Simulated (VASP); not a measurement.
# Si3N4: band structure with r2SCAN

**Measured values to compare with.**

From “Photoluminescence and electronic transitions in cubic silicon nitride”, 2016, pmc:4698759, for a powder of Si3N4: band gap 4.3 ± 0.25 eV (optical).

Crystal: Si3N4.

```xyz
14
Lattice="0.0000 3.8722 3.8722 3.8722 0.0000 3.8722 3.8722 3.8722 0.0000" Properties=species:S:1:pos:R:3 pbc="T T T"
Si    2.9042    2.9042    0.9681
Si    2.9042    0.9681    2.9042
Si    0.9681    2.9042    2.9042
Si    0.9681    0.9681    0.9681
Si    5.8083    5.8083    5.8083
Si    3.8722    3.8722    3.8722
N     2.8465    2.8465    2.8465
N     6.8340    4.7827    4.7827
N     4.7827    4.7827    6.8340
N     4.7827    6.8340    4.7827
N     4.8979    4.8979    2.8465
N     4.8979    2.8465    4.8979
N     6.8340    6.8340    6.8340
N     2.8465    4.8979    4.8979
```

The cell is a database's computed one.

```yaml
Program: VASP 6.6.1
Task: band structure
Functional: r2SCAN
Potentials_or_basis: VASP PAW PBE potentials, release 64 (Si, N)
Cutoff: 520 eV
k_mesh: 6 × 6 × 6
Occupations: gaussian, width 0.03 eV
Spin: no spin polarisation
Further_INCAR_settings: ALGO = Normal; EDIFF = 1e-06; NBANDS = 45
```

```
Pressure                : -1.6 GPa
Largest force           : 0.009 eV/Å
Band gap on the k mesh  : 4.00 eV, indirect (least direct gap 4.03 eV)
Band gap along the path : 4.00 eV, indirect (least direct gap 4.03 eV)
```

Forces on the atoms (eV/Å):
```
Si   0.000  0.000  0.000
Si   0.000  0.000  0.000
Si   0.000  0.000  0.000
Si   0.000  0.000  0.000
Si   0.000  0.000  0.000
Si   0.000  0.000  0.000
N    0.005  0.005  0.005
N   -0.005  0.005  0.005
N    0.005  0.005 -0.005
N    0.005 -0.005  0.005
N   -0.005 -0.005  0.005
N   -0.005  0.005 -0.005
N   -0.005 -0.005 -0.005
N    0.005 -0.005 -0.005
```

Levels at the corners of the path, in eV from the valence-band top:
```csv
point,band 30,band 31,band 32,band 33,band 34,band 35
Γ,-0.03,-0.03,-0.03,4.00,4.00,4.00
X,-1.16,-0.48,-0.48,7.40,7.40,7.71
X,-1.16,-0.48,-0.48,7.40,7.40,7.71
W,-1.09,-0.79,-0.79,7.38,7.38,7.95
W,-1.09,-0.79,-0.79,7.38,7.38,7.95
K,-1.26,-1.03,-0.25,6.93,7.42,7.67
K,-1.26,-1.03,-0.25,6.93,7.42,7.67
Γ,-0.03,-0.03,-0.03,4.00,4.00,4.00
Γ,-0.03,-0.03,-0.03,4.00,4.00,4.00
L,-0.49,-0.38,-0.38,5.65,6.46,6.46
L,-0.49,-0.38,-0.38,5.65,6.46,6.46
U,-1.26,-1.03,-0.25,6.93,7.42,7.67
U,-1.26,-1.03,-0.25,6.93,7.42,7.67
W,-1.09,-0.79,-0.79,7.38,7.38,7.95
W,-1.09,-0.79,-0.79,7.38,7.38,7.95
L,-0.49,-0.38,-0.38,5.65,6.46,6.46
L,-0.49,-0.38,-0.38,5.65,6.46,6.46
K,-1.26,-1.03,-0.25,6.93,7.42,7.67
U,-1.26,-1.03,-0.25,6.93,7.42,7.67
X,-1.16,-0.48,-0.48,7.40,7.40,7.71
```

It took 9 min on 4 MPI ranks on Intel(R) Xeon(R) 6975P-C (Granite Rapids) (shared host), peak memory 0.34 GiB a rank.

Against the measured gap of Si3N4, 4.3 eV (optical; powder; quoted in “Photoluminescence and electronic transitions in cubic silicon nitride”, 2016, pmc:4698759), the calculated 4.00 eV is off by -0.30 eV. 2 values of this kind are on record (4.3 to 4.8 eV); this one was drawn at random, those with a stated uncertainty first. The value is that of r2SCAN, without temperature or zero-point motion. The cell is a database's relaxed one, not the measured one, which moves gaps too.

Caveat: the PAW data sets were made with another functional, which shifts forces and pressure a little.
